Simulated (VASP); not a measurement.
Consider the following.

```xyz
71
Lattice="4.6933 -8.1290 0.0000 4.6933 8.1290 0.0000 0.0000 0.0000 10.0192" Properties=species:S:1:pos:R:3 pbc="T T T"
Al     1.5575    -0.8934     2.4822
Al     1.5570     0.9018     9.9878
Al     1.5864    -0.8996     7.4779
Al     1.5874     0.9901     4.9182
Al     3.0141     1.8734     2.5004
Al     3.1258     3.6195     9.9867
Al     3.1743     1.7783     7.5107
Al     3.0632     3.5505     4.9157
Al     4.6800     4.5170     2.4817
Al     4.6993     6.3188    10.0005
Al     4.6999     4.4942     7.4775
Al     4.7006     6.3179     4.9946
Al     3.1144    -3.6069     2.5038
Al     3.1232    -1.8120     0.0068
Al     3.1336    -3.6167     7.5081
Al     3.1336    -1.7969     5.0090
Al     4.6758    -0.8766     2.5026
Al     4.6846     0.9068     0.0052
Al     4.7344    -0.9646     7.5835
Al     6.2229     1.8057     2.5035
Al     6.2578     3.6190     0.0065
Al     6.3285     1.7994     7.5836
Al     6.2488     3.6006     5.0096
Al     4.6661    -6.3135     2.4987
Al     4.6927    -4.5169    10.0018
Al     4.7248    -6.3240     7.4864
Al     4.6732    -4.5064     4.9969
Al     6.2345    -3.5949     2.4974
Al     6.2675    -1.8173     0.0132
Al     6.2743    -3.6419     7.4855
Al     6.2773    -1.8010     5.0240
Al     7.8186    -0.9024     2.5018
Al     7.8351     0.8995     0.0143
Al     7.8438    -0.9164     7.5194
Al     7.8243     0.8809     5.0238
N      1.5867    -0.8657     4.4006
N      1.5095     0.8951     1.8677
N      1.5692    -0.9023     9.4005
N      1.6097     0.9173     6.8637
N      3.1072     3.6649     1.8660
N      3.1245     1.8084     9.4240
N      3.1392     3.5637     6.8621
N      4.6713     4.4777     4.4004
N      4.6911     6.3234     1.9051
N      4.6939     4.5112     9.3998
N      4.7143     6.3098     6.9071
N      3.1054    -3.6027     4.4210
N      3.1184    -1.8026     1.9208
N      3.1255    -3.6125     9.4255
N      3.1556    -1.8084     6.9253
N      4.7151    -0.9200     4.4233
N      4.6216     0.9424     1.9548
N      4.6972    -0.9245     9.4892
N      4.8051     0.8373     7.1471
N      6.2761     1.7912     4.4253
N      6.2464     3.6173     1.9208
N      6.2764     1.8123     9.4893
N      6.2714     3.5888     6.9257
N      4.6413    -6.3105     4.4159
N      4.6779    -4.5087     1.9038
N      4.6944    -6.3223     9.4045
N      4.6950    -4.5185     6.9135
N      6.2189    -3.5764     4.4146
N      6.2448    -1.7865     1.9235
N      6.2572    -3.6155     9.4037
N      6.2895    -1.8321     6.9350
N      7.8357    -0.9125     4.4208
N      7.7974     0.9034     1.9253
N      7.8270    -0.9065     9.4340
N      7.8579     0.8877     6.9348
Ge     4.5804     0.9606     5.1435
```

These are HSE06 screened hybrid, VASP's PBE PAW potentials (set 64) (plane waves; VASP) values and carry that method's errors. Run with PREC = Normal, LREAL = Auto, ISYM = 0, EDIFF = 1E-5, 400 eV cut-off, 1×1×1 Γ-centred mesh, Gaussian smearing of 0.050 eV, potentials Al N Ge.

The supercell is sampled at Γ alone, which is coarse: total energies, pressure and levels can be off, energies of defects by several tenths of an eV.

Estimate the energy per atom (σ→0).

```json
{
 "energy per atom (σ→0)": "-8.576 eV/atom"
}
```

The absolute energy has meaning only against runs of the same code, potentials and settings.

The cell is a supercell with a defect, built from AlN (wurtzite): Ge_Al-vac_N. The cell's shape comes from a PBE relaxation. The run is not spin-polarised, so no state with unpaired spins was tried.
